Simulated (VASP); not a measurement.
Method: PBE GGA, VASP's PBE PAW potentials (set 64) (plane waves; VASP).

The input files of a VASP run:

KPOINTS:
```
Regular mesh
0
G
 4 4 4
```

INCAR:
```
ALGO = Normal
EDIFF = 1E-6
ENCUT = 400
GGA = PE
ISMEAR = 0
LASPH = .TRUE.
LCHARG = .FALSE.
LMAXMIX = 4
LREAL = .FALSE.
LWAVE = .TRUE.
NELM = 100
PREC = Accurate
SIGMA = 0.05
SYSTEM = Be3CdSe4
```

POSCAR:
```
Be3CdSe4
1
    5.4485150443     0.0000000000     0.0000000000
    0.0000000000     5.4485150443     0.0000000000
    0.0000000000     0.0000000000     5.4485150443
Cd Se Be
1 4 3
Direct
  1.0000000000   1.0000000000   1.0000000000
  0.2727649335   0.2727649335   0.2727649335
  0.7272350665   0.7272350665   0.2727649335
  0.7272350665   0.2727649335   0.7272350665
  0.2727649335   0.7272350665   0.7272350665
  0.5000000000   0.5000000000   0.0000000000
  0.5000000000   1.0000000000   0.5000000000
  1.0000000000   0.5000000000   0.5000000000
```

POTCAR, in this order: Cd Se Be (PBE.64 set). Program: vasp_std.

**Question.** What will the output report for the number of irreducible k-points (NKPTS), largest plane-wave count, number of space-group operations, FFT grid (NGX, NGY, NGZ)?

**Answer.** 
```json
{
 "number of irreducible k-points (NKPTS)": "10",
 "largest_plane_wave_count": "3016",
 "number_of_space_group_operations": "24",
 "FFT grid (NGX, NGY, NGZ)": "36 × 36 × 36"
}
```

The structure was generated: Be3CdSe4 was put into an ordered model structure (P-43m), which need not be its known phase. It was relaxed first.
